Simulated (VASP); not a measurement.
Consider the following.

```xyz
8
Lattice="-0.0071 5.7042 5.7145 5.7042 -0.0071 5.7145 2.8486 2.8486 0.0000" Properties=species:S:1:pos:R:3 pbc="T T T"
Zn     2.8486     2.8486     0.0045
S      1.4243     1.4243     1.2865
S      4.3526     1.3446     4.3635
S      1.3446     4.3526     4.3635
S      4.2728     4.2728     7.1451
Cd     5.6833     2.8624     2.8586
Cd     2.8624     5.6833     2.8586
Cd     2.8486     2.8486     5.6924
```

Method: PBEsol GGA, VASP's PBE PAW potentials (set 64) (plane waves; VASP). Run with 400 eV cut-off, 4×4×8 Γ-centred mesh, tetrahedra with Blöchl corrections, potentials Zn S Cd.

The cores are frozen, which limits the accuracy of field gradients.

### Question
Give the principal components of the electric field gradient (V/Å²) and the asymmetry η at each nucleus.

### Answer

```json
[
 {"atom": "Zn1", "Vxx": "7.7", "Vyy": "1.8", "Vzz": "-9.5", "η": "0.63"},
 {"atom": "S2", "Vxx": "13.5", "Vyy": "3.2", "Vzz": "-16.8", "η": "0.61"},
 {"atom": "S3", "Vxx": "-10.0", "Vyy": "-8.5", "Vzz": "18.5", "η": "0.08"},
 {"atom": "S4", "Vxx": "-10.0", "Vyy": "-8.5", "Vzz": "18.5", "η": "0.08"},
 {"atom": "S5", "Vxx": "2.2", "Vyy": "1.2", "Vzz": "-3.4", "η": "0.29"},
 {"atom": "Cd6", "Vxx": "9.5", "Vyy": "5.8", "Vzz": "-15.3", "η": "0.24"},
 {"atom": "Cd7", "Vxx": "9.5", "Vyy": "5.8", "Vzz": "-15.3", "η": "0.24"},
 {"atom": "Cd8", "Vxx": "-10.2", "Vyy": "-5.2", "Vzz": "15.4", "η": "0.32"}
]
```

The structure was generated: Cd3ZnS4 was put into an ordered model structure (Amm2), which need not be its known phase. It was relaxed first.
